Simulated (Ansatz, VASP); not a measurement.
# One calculation of RbP2, two programs

```xyz
3
Lattice="4.1636 0.0000 0.0000 -2.0818 3.6057 0.0000 0.0000 0.0000 5.3736" Properties=species:S:1:pos:R:3 pbc="T T T"
Rb    0.0000    0.0000    0.0000
P     0.0000    2.4038    2.6868
P     2.0818    1.2019    2.6868
```

Alike in both runs: functional PBE; k mesh 12 × 12 × 10; occupations gaussian, width 0.1 eV; no spin polarisation.

Ansatz relaxed the structure, and its values are those at the end. VASP's run is a single point on that final structure, the one shown.

|  | VASP | Ansatz |
| --- | --- | --- |
| version | VASP 6.6.1 | Ansatz 0.2.0 |
| potentials or method | VASP PAW PBE potentials, release 64 (Rb_sv, P) | scalar-relativistic, plane waves, PAW |
| plane-wave cutoff (eV) | 520 | 420 |
| valence electrons in the cell | 19 | 19 |

```csv
,VASP,Ansatz,Ansatz less VASP
gap on the k mesh at the Fermi level (eV),none,none,-
pressure (GPa),0.0,0.0,+0.02
```

A gap of «none» marks a metal or a gap that the smearing closes. With one functional, cell and mesh, what is left measures potentials, basis and numerics.
